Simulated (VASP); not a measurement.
Output of a VASP run:

File OUTCAR:
```
 ion  position               nearest neighbor table
   1  0.000  0.000  0.000-
  LATTYP: Found a face centered cubic cell.
 ALAT       =     5.4553594894
 Subroutine PRICEL returns:
 Original cell was already a primitive cell.
 Subroutine GETGRP returns: Found 48 space group operations
The static configuration has the point symmetry O_h .
The dynamic configuration has the point symmetry O_h .
 Subroutine INISYM returns: Found 48 space group operations
 Subroutine IBZKPT returns following result:
 Found     56 irreducible k-points:

 Following reciprocal coordinates:
            Coordinates               Weight
  0.000000  0.000000  0.000000      1.000000
  0.090909  0.000000  0.000000      8.000000
  0.181818  0.000000  0.000000      8.000000
  0.272727  0.000000  0.000000      8.000000
  0.363636  0.000000  0.000000      8.000000
  0.454545  0.000000  0.000000      8.000000
  0.090909  0.090909  0.000000      6.000000
  0.181818  0.090909  0.000000     24.000000
  0.272727  0.090909  0.000000     24.000000
  0.363636  0.090909  0.000000     24.000000
  0.454545  0.090909  0.000000     24.000000
 -0.454545  0.090909  0.000000     24.000000
 -0.363636  0.090909  0.000000     24.000000
 -0.272727  0.090909  0.000000     24.000000
 -0.181818  0.090909  0.000000     24.000000
 -0.090909  0.090909  0.000000     12.000000
  0.181818  0.181818  0.000000      6.000000
  0.272727  0.181818  0.000000     24.000000
  0.363636  0.181818  0.000000     24.000000
  0.454545  0.181818  0.000000     24.000000
 -0.454545  0.181818  0.000000     24.000000
 -0.363636  0.181818  0.000000     24.000000
 -0.272727  0.181818  0.000000     24.000000
 -0.181818  0.181818  0.000000     12.000000
  0.272727  0.272727  0.000000      6.000000
  0.363636  0.272727  0.000000     24.000000
  0.454545  0.272727  0.000000     24.000000
 -0.454545  0.272727  0.000000     24.000000
 -0.363636  0.272727  0.000000     24.000000
 -0.272727  0.272727  0.000000     12.000000
  0.363636  0.363636  0.000000      6.000000
  0.454545  0.363636  0.000000     24.000000
 -0.454545  0.363636  0.000000     24.000000
 -0.363636  0.363636  0.000000     12.000000
  0.454545  0.454545  0.000000      6.000000
 -0.454545  0.454545  0.000000     12.000000
  0.272727  0.181818  0.090909     24.000000
  0.363636  0.181818  0.090909     48.000000
  0.454545  0.181818  0.090909     48.000000
 -0.454545  0.181818  0.090909     48.000000
   k-points           NKPTS =     56   k-points in BZ     NKDIM =     56   number of bands    NBANDS=      9
   number of dos      NEDOS =    301   number of ions     NIONS =      1
   total plane-waves  NPLWV =  27000
   dimension x,y,z NGX =    30 NGY =   30 NGZ =   30
   dimension x,y,z NGXF=    60 NGYF=   60 NGZF=   60
   ions per type =               1
   PREC   = accura    normal or accurate (medium, high low for compatibility)
   ISTART =      0    job   : 0-new  1-cont  2-samecut
   ICHARG =      2    charge: 1-file 2-atom 10-const
   ISPIN  =      1    spin polarized calculation?
   LNONCOLLINEAR =      F non collinear calculations
   LSORBIT =      F    spin-orbit coupling
   INIWAV =      1    electr: 0-lowe 1-rand  2-diag
   ENCUT  =  520.0 eV  38.22 Ry    6.18 a.u.   7.17  7.17  7.17*2*pi/ulx,y,z
   NELM   =    100;   NELMIN=  2; NELMDL= -5     # of ELM steps
   EDIFF  = 0.1E-06   stopping-criterion for ELM
   LREAL  =      F    real-space projection
   NLSPLINE    = F    spline interpolate recip. space projectors
   LMAXMIX     =    2 max onsite mixed and CHGCAR
   VOSKOWN=      0    Vosko Wilk Nusair interpolation
   EDIFFG = 0.1E-05   stopping-criterion for IOM
   NSW    =      0    number of steps for IOM
   NBLOCK =      1;   KBLOCK =      1    inner block; outer block
   IBRION =     -1    ionic relax: 0-MD 1-quasi-New 2-CG
   NFREE  =      0    steps in history (QN), initial steepest desc. (CG)
...
```

**OSZICAR**
```
       N       E                     dE             d eps       ncg     rms          rms(c)
DAV:   1     0.628318604638E+02    0.62832E+02   -0.51542E+03  1008   0.102E+03
DAV:   2    -0.553948117231E+00   -0.63386E+02   -0.62995E+02  1055   0.229E+02
DAV:   3    -0.188406572229E+01   -0.13301E+01   -0.13193E+01  1558   0.344E+01
DAV:   4    -0.193790741346E+01   -0.53842E-01   -0.53811E-01  1493   0.514E+00
DAV:   5    -0.193911523643E+01   -0.12078E-02   -0.12069E-02  1661   0.478E-01    0.217E+00
DAV:   6    -0.192956807002E+01    0.95472E-02   -0.12707E-02  1256   0.141E+00    0.132E+00
DAV:   7    -0.192662218067E+01    0.29459E-02   -0.17870E-02  1268   0.183E+00    0.104E-01
DAV:   8    -0.192616529305E+01    0.45689E-03   -0.23417E-03  1224   0.516E-01    0.207E-02
DAV:   9    -0.192617454491E+01   -0.92519E-05   -0.10516E-04  1501   0.958E-02    0.379E-03
DAV:  10    -0.192617555913E+01   -0.10142E-05   -0.42041E-06  1490   0.202E-02    0.982E-04
DAV:  11    -0.192617500056E+01    0.55857E-06   -0.26750E-07  1314   0.583E-03    0.604E-04
DAV:  12    -0.192617499008E+01    0.10487E-07   -0.29033E-08   762   0.161E-03
   1 F= -.20081183E+01 E0= -.20079619E+01  d E =-.468998E-03
```

OUTCAR:
```
------------------------ aborting loop because EDIFF is reached ----------------------------------------
  Edisp (eV):   -0.08194
  FORCE on cell =-STRESS in cart. coord.  units (eV):
  Direction    XX          YY          ZZ          XY          YZ          ZX
  --------------------------------------------------------------------------------------
  Total       0.10422     0.10422     0.10422    -0.00000    -0.00000     0.00000
  in kB       4.11370     4.11370     4.11370    -0.00000    -0.00000     0.00000
  external pressure =        4.11 kB  Pullay stress =        0.00 kB
  volume of cell :       40.59
      direct lattice vectors                 reciprocal lattice vectors
     0.000000000  2.727679745  2.727679745    -0.183305977  0.183305977  0.183305977
     2.727679745  0.000000000  2.727679745     0.183305977 -0.183305977  0.183305977
     2.727679745  2.727679745  0.000000000     0.183305977  0.183305977 -0.183305977
 POSITION                                       TOTAL-FORCE (eV/Angst)
 -----------------------------------------------------------------------------------
      0.00000      0.00000      0.00000         0.000000     -0.000000     -0.000000
 -----------------------------------------------------------------------------------
    total drift:                               -0.000000     -0.000000     -0.000000
  FREE ENERGIE OF THE ION-ELECTRON SYSTEM (eV)
  ---------------------------------------------------
  free  energy   TOTEN  =        -2.0081182734 eV

  energy  without entropy=       -2.0076492752  energy(sigma->0) =       -2.00796194
```
(Selected blocks of OUTCAR.)

File POSCAR:
```
Ca
1
    0.0000000000     2.7276797447     2.7276797447
    2.7276797447     0.0000000000     2.7276797447
    2.7276797447     2.7276797447     0.0000000000
Ca
1
Direct
  0.0000000000   0.0000000000   0.0000000000
```

Write an INCAR and KPOINTS that could have produced this output.

Several could match; the one computed here: the input of the run itself, PBE GGA with D4 dispersion, plane waves, VASP's PBE PAW potentials (set 64).

File KPOINTS:
```
Automatic
0
Gamma
  11 11 11
0 0 0
```

### INCAR
```
ALGO = Normal
EDIFF = 1E-7
ENCUT = 520
GGA = PE
ISIF = 2
ISMEAR = 1
IVDW = 13
LASPH = T
LCHARG = F
LREAL = F
LWAVE = F
NELM = 100
PREC = Accurate
SIGMA = 0.1
SYSTEM = Ca
```

POTCAR, in this order: Ca_sv (PBE.64 set). Program: vasp_std.

The compound is Ca in the fcc structure. This cell is one point of a volume scan, at 0.97 of the reference volume.
